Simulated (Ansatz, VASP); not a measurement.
**HfGe in VASP and in Ansatz**

INCAR

```
PREC = Accurate ; ENCUT = 900
EDIFF = 1E-6 ; ISMEAR = -1
SIGMA = 0.05 ; LREAL = False
LASPH = True ; NELM = 60
ALGO = Fast ; ISIF = 3
LWAVE = False ; LCHARG = False
GGA = PE ; IBRION = 2
NSW = 40 ; EDIFFG = -0.005
```

KPOINTS

```
regular mesh
0
Gamma
  8 8 7
```

POSCAR

```
HfGe
1.0
    3.2196660000      0.0000000000      0.0000000000
    0.0000000000      3.2196660000      0.0000000000
    0.0000000000      0.0000000000      4.1084277000
Hf Ge
1 1
Direct
    0.5000000000      0.5000000000      0.0000000000
    0.0000000000      0.0000000000      0.0000000000
```

Contents of input.yaml:

```yaml
crystal:
  lattice:
    - [3.219666, 0.0, 0.0]
    - [0.0, 3.219666, 0.0]
    - [0.0, 0.0, 4.1084277]
  atoms:
    - { symbol: Hf, position: [0.5, 0.5, 0.0] }
    - { symbol: Ge, position: [0.0, 0.0, 0.0] }
hamiltonian:
  xc: pbe
  pseudopotentials: { kind: paw }
kpoints:
  mp_grid: { grid: [8, 8, 7] }
scf:
  occupations: { method: fermi_dirac, width: 0.05 }
output:
  forces: true
  stress: true
  eigenvalues: true
relax:
  f_tol: 0.01
  max_steps: 40
  cell: { stress_tol: 0.05 }
```

The cell was built by a generator and needn't be a form met in nature.

Alike in both runs: task relaxation of cell and atoms; functional PBE; k mesh 8 × 8 × 7; occupations fermi-dirac, width 0.05 eV; no spin polarisation.

|  | VASP | Ansatz |
| --- | --- | --- |
| version | VASP 6.6.1 | Ansatz 0.2.0 |
| potentials or method | VASP PAW PBE potentials, release 64 (Hf_pv, Ge_d) | Ansatz PAW |
| plane-wave cutoff (eV) | 900 | 420 |
| valence electrons in the cell | 24 | 40 |

|  | VASP | Ansatz | Ansatz less VASP |
| --- | --- | --- | --- |
| gap on the k mesh at the Fermi level, each at its own relaxed structure (eV) | none | none | - |
| relaxed volume (Å³/atom) | 22.36 | 22.42 | +0.057 |
| relaxed cell length with the largest relative difference (Å) | 3.066 | 3.069 | +0.0030 |
| energy change over the relaxation (meV/atom) | -1977 | -1982 | -5.3 |

A gap of «none» marks a metal or a gap that the smearing closes. The two sets of potentials don't hold the same shells in valence.

Caveats: the plane-wave basis is chosen anew once the cell has moved, so the energies of steps on either side of that aren't comparable (Ansatz). Spin-orbit coupling is left out, which matters for the levels of Hf.
